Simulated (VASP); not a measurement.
Data:

```yaml
crystal:
  lattice:
    - [0.00000, 2.18000, 2.21270]
    - [2.18000, 0.00000, 2.21270]
    - [2.18000, 2.18000, 0.00000]
  atoms:
    - { symbol: Si, position: [0.00000, 0.00000, 0.00000] }
    - { symbol: C, position: [0.25000, 0.25000, 0.25000] }
```

The numbers are results of PBEsol GGA, VASP's PBE PAW potentials (set 64) (plane waves; VASP 6.6.1), not measurements. Run with 600 eV cut-off, 10×10×10 Γ-centred mesh, Gaussian smearing of 0.050 eV, potentials Si C.

Question: Estimate the energy per atom (σ→0), pressure.

Answer: 
```
Item                            Value
---------------------  --------------
energy per atom (σ→0)  -7.955 eV/atom
pressure                    -3.47 GPa
```

The absolute energy has meaning only against runs of the same code, potentials and settings.

The compound is SiC in the zinc blende structure. This cell was strained or had an atom moved on purpose.
